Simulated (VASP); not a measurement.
Calculation: optB88-vdW, VASP's PBE PAW potentials (set 64) (plane waves; VASP).

VASP input:

**POSCAR**
```
Tl
1
    1.7822838890    -3.0870063617    -0.0000000000
    1.7822838890     3.0870063617     0.0000000000
   -0.0000000000    -0.0000000000     5.5982386609
Tl
2
Direct
  0.3333330000   0.6666670000   0.2500000000
  0.6666670000   0.3333330000   0.7500000000
```

KPOINTS:
```
Automatic mesh
0
Gamma
11 11 6
0 0 0
```

### INCAR
```
SYSTEM = Tl
PREC = Accurate; ENCUT = 520; LREAL = .False.
LASPH = .True.
EDIFF = 1E-6; NELM = 100; ALGO = Normal
LMAXMIX = 4
ISMEAR = 1; SIGMA = 0.1
GGA = BO; LUSE_VDW = .True.; AGGAC = 0.0
PARAM1 = 0.1833333333; PARAM2 = 0.22
IBRION = 2; NSW = 60; ISIF = 3
EDIFFG = -0.01
LWAVE = .False.; LCHARG = .False.
```

POTCAR, in this order: Tl_d (PBE.64 set). Program: vasp_std.

The run wrote:

**OSZICAR**
```
       N       E                     dE             d eps       ncg     rms          rms(c)
DAV:   1     0.133128667916E+03    0.13313E+03   -0.14291E+04  2184   0.142E+03
DAV:   2     0.382213847515E+01   -0.12931E+03   -0.12793E+03  2294   0.293E+02
DAV:   3     0.165517432380E+01   -0.21670E+01   -0.21465E+01  2547   0.337E+01
DAV:   4     0.163774265992E+01   -0.17432E-01   -0.17276E-01  2412   0.282E+00
DAV:   5     0.163754766873E+01   -0.19499E-03   -0.19499E-03  2564   0.320E-01    0.229E+00
DAV:   6     0.167499606579E+01    0.37448E-01   -0.73912E-02  2287   0.222E+00    0.161E+00
DAV:   7     0.168195953208E+01    0.69635E-02   -0.27702E-02  2275   0.134E+00    0.630E-01
DAV:   8     0.168249146546E+01    0.53193E-03   -0.15655E-03  2272   0.345E-01    0.287E-02
DAV:   9     0.168248823259E+01   -0.32329E-05   -0.11711E-05  2619   0.295E-02    0.861E-03
DAV:  10     0.168248522590E+01   -0.30067E-05   -0.36593E-06  1739   0.155E-02    0.117E-03
DAV:  11     0.168248510137E+01   -0.12452E-06   -0.14767E-07  1175   0.376E-03
   1 F= 0.16824851E+01 E0= 0.16831415E+01  d E =0.168249E+01
       N       E                     dE             d eps       ncg     rms          rms(c)
DAV:   1     0.168145926145E+01   -0.10260E-02   -0.18799E-02  2193   0.122E+00    0.182E-01
DAV:   2     0.168234661851E+01    0.88736E-03   -0.19809E-03  2194   0.372E-01    0.570E-02
DAV:   3     0.168245960426E+01    0.11299E-03   -0.40486E-04  2215   0.172E-01    0.425E-02
DAV:   4     0.168246035651E+01    0.75225E-06   -0.16623E-05  2224   0.247E-02    0.512E-03
DAV:   5     0.168246137405E+01    0.10175E-05   -0.49932E-06  2206   0.187E-02    0.290E-03
DAV:   6     0.168246138820E+01    0.14152E-07   -0.15285E-07  1138   0.343E-03
   2 F= 0.16824614E+01 E0= 0.16831150E+01  d E =-.237132E-04
```

**OUTCAR**
```
------------------------ aborting loop because EDIFF is reached ----------------------------------------
  FORCE on cell =-STRESS in cart. coord.  units (eV):
  Direction    XX          YY          ZZ          XY          YZ          ZX
  --------------------------------------------------------------------------------------
  Total       -0.0040483     -0.0040483      0.0015133      0.0000000      0.0000000      0.0000000
  in kB       -0.1054804     -0.1054804      0.0394296      0.0000000      0.0000000      0.0000000
  external PRESSURE =      -0.0571771 kB  Pullay stress =       0.0000000 kB
  volume of cell :       61.49
      direct lattice vectors                 reciprocal lattice vectors
     1.781192900 -3.085116713 -0.000000000     0.280710753 -0.162068423  0.000000000
     1.781192900  3.085116713  0.000000000     0.280710753  0.162068423  0.000000000
     0.000000000  0.000000000  5.594936126    -0.000000000 -0.000000000  0.178733050
 POSITION                                       TOTAL-FORCE (eV/Angst)
 -----------------------------------------------------------------------------------
      1.78119      1.02837      1.39873        -0.000000      0.000000     -0.000000
      1.78119     -1.02837      4.19620         0.000000     -0.000000      0.000000
 -----------------------------------------------------------------------------------
    total drift:                                0.000018      0.000478      0.000011
  FREE ENERGIE OF THE ION-ELECTRON SYSTEM (eV)
  ---------------------------------------------------
  free  energy   TOTEN  =         1.6824613882 eV

  energy  without entropy=        1.6844222937  energy(sigma->0) =        1.68311502

 reached required accuracy - stopping structural energy minimisation
```
(Selected blocks of OUTCAR.)

**CONTCAR**
```
Tl
   1.00000000000000
     1.7811929002209694   -3.0851167134977473   -0.0000000000000000
     1.7811929002209694    3.0851167134977473    0.0000000000000000
     0.0000000000000000    0.0000000000000000    5.5949361260944537
  Tl
     2
Direct
     0.3333330000000032    0.6666669999999968    0.2500000000000000
     0.6666669999999968    0.3333330000000032    0.7500000000000000
```

**OUTCAR**
```
 val. band max:        5.6302717048   @ k =   0.2727   0.1818   0.0000

 cond. band min:       5.6684617372   @ k =   0.2727   0.0909   0.3333


 Fermi energy:         5.6438198174

 k-point     1 :       0.0000    0.0000    0.0000
  band No.  band energies     occupation
      1      -5.9668      2.00000
      2      -5.7870      2.00000
      3      -5.7870      2.00000
      4      -5.7841      2.00000
      5      -5.7414      2.00000
      6      -5.7414      2.00000
      7      -5.7070      2.00000
      8      -5.7070      2.00000
      9      -5.4032      2.00000
     10      -5.4032      2.00000
     11      -3.9008      2.00000
     12       0.6121      2.00000
     13       3.2641      2.00000
     14      12.8784      0.00000
     15      12.8784      0.00000
     16      14.8519      0.00000
     17      14.8519      0.00000

 k-point     2 :       0.0909    0.0000    0.0000
  band No.  band energies     occupation
      1      -5.9481      2.00000
      2      -5.8235      2.00000
      3      -5.7587      2.00000
      4      -5.7449      2.00000
      5      -5.7360      2.00000
      6      -5.7222      2.00000
      7      -5.7202      2.00000
      8      -5.7150      2.00000
      9      -5.4287      2.00000
     10      -5.3973      2.00000
     11      -3.7574      2.00000
     12       0.7025      2.00000
     13       3.4457      2.00000
     14      11.3994      0.00000
     15      12.2814      0.00000
     16      13.8449      0.00000
     17      15.1292      0.00000

 k-point     3 :       0.1818    0.0000    0.0000
  band No.  band energies     occupation
      1      -5.9452      2.00000
      2      -5.8260      2.00000
      3      -5.7675      2.00000
      4      -5.7532      2.00000
      5      -5.7460      2.00000
      6      -5.6825      2.00000
      7      -5.6700      2.00000
      8      -5.6426      2.00000
      9      -5.4895      2.00000
     10      -5.3840      2.00000
     11      -3.3209      2.00000
...
```

Unless said otherwise, spin-orbit coupling is left out, though it shifts the bands of the heavy elements here.

The compound is Tl in the hcp structure. This run relaxes it. Symmetry was kept, so distortions that lower it aren't found. The start is the result of an earlier pass.
